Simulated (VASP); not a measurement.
VASP input:

### INCAR
```
ALGO = Normal
ISMEAR = 1   ! Methfessel-Paxton
LCHARG = .FALSE.
IBRION = 2
LASPH = .TRUE.
EDIFF = 1E-6   ! SCF stop (eV)
PSTRESS = 300   ! kbar
SYSTEM = MoS2
PREC = Accurate
NELM = 100
ENCUT = 500   ! plane-wave cut-off (eV)
LWAVE = .FALSE.
LREAL = .FALSE.   ! projection in real space or not
SIGMA = 0.1
LMAXMIX = 4   ! l cut-off of mixed one-centre charges
NSW = 40   ! most ionic steps
EDIFFG = -0.02   ! ionic stop
ISIF = 3   ! ions, shape and volume
```

POSCAR:
```
MoS2
1.0
  1.4750321435  -2.5548294108   0.0000000000
  1.4750321435   2.5548294108   0.0000000000
  0.0000000000   0.0000000000  10.7107096530
Mo S
2 4
Cartesian
  1.4750321435   0.8516115068   2.6776774133
  1.4750321435  -0.8516115068   8.0330322397
  1.4750321435   0.8516115068   9.6062829426
  1.4750321435  -0.8516115068   4.2509281161
  1.4750321435  -0.8516115068   1.1044267104
  1.4750321435   0.8516115068   6.4597815369
```

File KPOINTS:
```
K-points
0
Gamma
  12 12 3
```

POTCAR, in this order: Mo_sv S (LDA.64 set). Program: vasp_std.

Question: Translate this LDA calculation to Ansatz.

Answer: One equivalent input (not run):
Ansatz 0.2 input:
```yaml
crystal:
  lattice:
    - [1.4750321, -2.5548294, 0.0000000]
    - [1.4750321, 2.5548294, 0.0000000]
    - [0.0000000, 0.0000000, 10.7107097]
  atoms:
    - { symbol: Mo, position: [0.3333330, 0.6666670, 0.2500000] }
    - { symbol: Mo, position: [0.6666670, 0.3333330, 0.7500000] }
    - { symbol: S, position: [0.3333330, 0.6666670, 0.8968858] }
    - { symbol: S, position: [0.6666670, 0.3333330, 0.3968858] }
    - { symbol: S, position: [0.6666670, 0.3333330, 0.1031142] }
    - { symbol: S, position: [0.3333330, 0.6666670, 0.6031142] }
kpoints:
  mp_grid: { grid: [12, 12, 3] }
hamiltonian:
  xc: lda
  pseudopotentials: { kind: paw }
scf:
  occupations: { method: methfessel_paxton, width: 0.1 }
  max_iter: 100
relax:
  max_steps: 40
  f_tol: 0.02
  cell: { p_target: 30 }
output: { forces: true, stress: true, eigenvalues: true }
```
Limits of the translation: each code has its own PAW files, so the cut-off isn't converted (ENCUT is set for VASP's; basis.ecutwfc is left out, and Ansatz then takes the one that its files recommend); Ansatz stops its SCF on the density residual and VASP on the energy change (EDIFF); Ansatz's lda is the Perdew-Wang form, while the LDA potentials of VASP carry Perdew-Zunger's.

The compound is MoS2 in the 2H layered structure. This run relaxes it under an external pressure of 30 GPa. Symmetry was kept, so distortions that lower it aren't found.
